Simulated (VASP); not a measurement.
Given:

```xyz
8
Lattice="4.1673 0.0000 0.0000 0.0000 4.1673 0.0000 0.0000 0.0000 4.1673" Properties=species:S:1:pos:R:3 pbc="T T T"
Mg     0.0000     2.0837     2.0837
Mg     2.0837     0.0000     2.0837
Mg     2.0837     2.0837     0.0000
Zn     0.0000     0.0000     0.0000
O      2.0837     0.0000     0.0000
O      0.0000     2.0837     0.0000
O      0.0000     0.0000     2.0837
O      2.0837     2.0837     2.0837
```

The numbers are results of LDA (Ceperley-Alder, Perdew-Zunger), VASP's LDA PAW potentials (set 64) (plane waves; VASP), not measurements. Settings: 520 eV cut-off, 7×7×7 Γ-centred mesh, Gaussian smearing of 0.010 eV, potentials Mg Zn O.

Q: Give the direction-averaged independent-particle dielectric function (no local fields, no excitons; a broadening of 0.1 eV leaves a tail below the gap, and fine structure carries the noise of the k-mesh).

A: 
| ħω (eV) | ε₁ | ε₂ |
|---|---|---|
| 0.00 | 3.69 | 0.00 |
| 0.30 | 3.69 | 0.00 |
| 0.70 | 3.70 | 0.01 |
| 1.10 | 3.73 | 0.01 |
| 1.50 | 3.77 | 0.01 |
| 1.90 | 3.83 | 0.02 |
| 2.30 | 3.90 | 0.02 |
| 2.70 | 4.01 | 0.03 |
| 3.00 | 4.12 | 0.04 |
| 3.40 | 4.33 | 0.08 |
| 3.80 | 4.39 | 0.33 |
| 4.20 | 5.03 | 0.39 |
| 4.60 | 5.04 | 1.17 |
| 5.00 | 4.42 | 1.34 |
| 5.40 | 5.07 | 0.54 |
| 5.80 | 5.56 | 2.20 |
| 6.10 | 4.82 | 3.69 |
| 6.50 | 4.92 | 2.35 |
| 6.90 | 3.08 | 3.70 |
| 7.30 | 2.49 | 2.49 |
| 7.70 | 3.65 | 1.51 |
| 8.10 | 3.43 | 2.46 |
| 8.50 | 3.81 | 2.07 |
| 8.90 | 4.35 | 2.80 |
| 9.20 | 4.22 | 3.54 |
| 9.60 | 2.84 | 3.90 |
| 10.00 | 1.82 | 2.58 |
| 10.40 | 2.88 | 2.18 |
| 10.80 | 3.69 | 2.65 |
| 11.20 | 3.99 | 3.55 |
| 11.60 | 2.12 | 5.58 |
| 12.00 | 1.25 | 4.05 |
ε₂ peaks at 6.1 eV (height 3.7), 6.8 eV (height 4.1), 9.7 eV (height 4.1), 11.6 eV (height 5.6); ε₁(0) averages 3.69, so the electronic refractive index below the gap tends to √3.69 = 1.92.

The structure comes from a computed database's Mg3ZnO4 entry (Pm-3m); how it stands against other phases isn't given here. It was relaxed first, which changed the volume by -8 %.
